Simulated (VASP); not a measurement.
A cell of ZrS₂ (1T layered) near equilibrium:

```yaml
crystal:
  lattice:
    - [1.81484, -3.14340, 0.00000]
    - [1.81484, 3.14340, 0.00000]
    - [0.00000, 0.00000, 5.82561]
  atoms:
    - { symbol: Zr, position: [0.00000, 0.00000, 0.00000] }
    - { symbol: S, position: [0.33333, 0.66667, 0.24949] }
    - { symbol: S, position: [0.66667, 0.33333, 0.75051] }
```

Method: PBEsol GGA, VASP's PBE PAW potentials (set 64) (plane waves; VASP).

Without a dispersion term in the relaxation, distances and binding between the weakly bound layers, chains or molecules are unreliable, and so is what depends on them.

```tsv
run	ΔE (meV/atom)	σxx	σyy	σzz	largest shear component, with its sign (GPa)	largest force (eV/Å)	gap (eV)
as it is	0.0	0.04	0.04	0.07	0.00	0.021	0.72
after one change	1.8	1.65	1.65	1.44	0.00	0.161	0.70
```
Stress is in GPa, positive when the cell is compressed; gaps are those on the k-mesh, and 0.00 means metallic.

Task: Which change was made?
A. atom 1 (Zr) moved by 0.200 Å along y
B. isotropic strain of -1.0 %
C. biaxial strain of +4.0 % in the xy plane with the ions relaxed
D. isotropic strain of -0.5 %

Result: D, isotropic strain of -0.5 %

The compound is ZrS2 in the 1T layered structure.
